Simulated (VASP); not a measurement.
VASP ran on this input.

POSCAR:
```
HgTe
1
    0.0000000000     3.2300000000     3.2300000000
    3.2300000000     0.0000000000     3.2300000000
    3.2300000000     3.2300000000     0.0000000000
Hg Te
1 1
Direct
  0.0000000000   0.0000000000   0.0000000000
  0.2500000000   0.2500000000   0.2500000000
```

**KPOINTS**
```
Automatic mesh
0
Gamma
7 7 7
0 0 0
```

INCAR:
```
SYSTEM  =  HgTe
PREC  =  Accurate; ENCUT  =  520; LREAL  =  .False.
LASPH  =  .True.
EDIFF  =  1E-6; NELM  =  100; ALGO  =  Normal
LMAXMIX  =  6; LMIXTAU  =  .True.
ISMEAR  =  0; SIGMA  =  0.05
METAGGA  =  R2SCAN
IBRION  =  2; NSW  =  60; ISIF  =  3
EDIFFG  =  -0.01
LWAVE  =  .False.; LCHARG  =  .False.
```

POTCAR, in this order: Hg Te (PBE.64 set). Program: vasp_std.

### Question
Write an equivalent input for Ansatz.

### Answer
One equivalent input (not run):
Ansatz 0.2 input:
```yaml
crystal:
  lattice:
    - [0.0000000, 3.2300000, 3.2300000]
    - [3.2300000, 0.0000000, 3.2300000]
    - [3.2300000, 3.2300000, 0.0000000]
  atoms:
    - { symbol: Hg, position: [0.0000000, 0.0000000, 0.0000000] }
    - { symbol: Te, position: [0.2500000, 0.2500000, 0.2500000] }
kpoints:
  mp_grid: { grid: [7, 7, 7] }
hamiltonian:
  xc: r2scan
  pseudopotentials: { kind: paw }
scf:
  occupations: { method: gaussian, width: 0.05 }
  max_iter: 100
relax:
  max_steps: 60
  f_tol: 0.01
  cell: {}
output: { forces: true, stress: true, eigenvalues: true }
```
What does not carry over: each code has its own PAW files, so the cut-off isn't converted (ENCUT is set for VASP's; basis.ecutwfc is left out, and Ansatz then takes the one that its files recommend); Ansatz stops its SCF on the density residual and VASP on the energy change (EDIFF).

The compound is HgTe in the zinc blende structure. This run relaxes it. Symmetry was kept, so distortions that lower it aren't found.
